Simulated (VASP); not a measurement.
Here is a VASP 6.6.1 calculation.

File INCAR:

```
AGGAC = 1.0 ; AGGAX = 1.0
ALDAC = 0.0 ; ALDAX = 1.0
ALGO = Normal ; EDIFF = 1E-7
ENCUT = 400 ; GGA = B5
ISIF = 2 ; ISMEAR = 0
LASPH = T ; LCHARG = T
LELF = T ; LREAL = F
LVACPOTAV = T ; LVHAR = T
LWAVE = F ; NBANDS = 20
NELM = 100 ; PREC = Accurate
SIGMA = 0.01
```

File KPOINTS:

```
k-points
0
Gamma
  1 1 1
```

POSCAR

```
BHSeCl2
1.0
   12.0000000000      0.0000000000      0.0000000000
    0.0000000000     13.0000000000      0.0000000000
    0.0000000000      0.0000000000     13.0000000000
Cl B Se H
2 1 1 1
Direct
    0.5305458300      0.5231000000      0.6193730800
    0.5965708300      0.3684153800      0.4572961500
    0.5261291700      0.4805846200      0.4922346200
    0.4458208300      0.5523846200      0.3858576900
    0.4055958300      0.6348153800      0.4535346200
```

Potentials or basis: VASP PAW PBE potentials, release 64 (Cl, B_s, Se, H_s).

Command:

```console
$ cat potpaw_PBE.64/Cl/POTCAR potpaw_PBE.64/B_s/POTCAR potpaw_PBE.64/Se/POTCAR potpaw_PBE.64/H_s/POTCAR > POTCAR
$ mpirun -np 1 vasp_gam > vasp.out
```

(1) Predict the largest force.

(2) Predict the gap between the frontier levels.

Results:

(1) 0.604 eV/Å.

(2) 4.32 eV.

Caveat: the PAW data sets were made with another functional, which shifts forces and pressure a little.
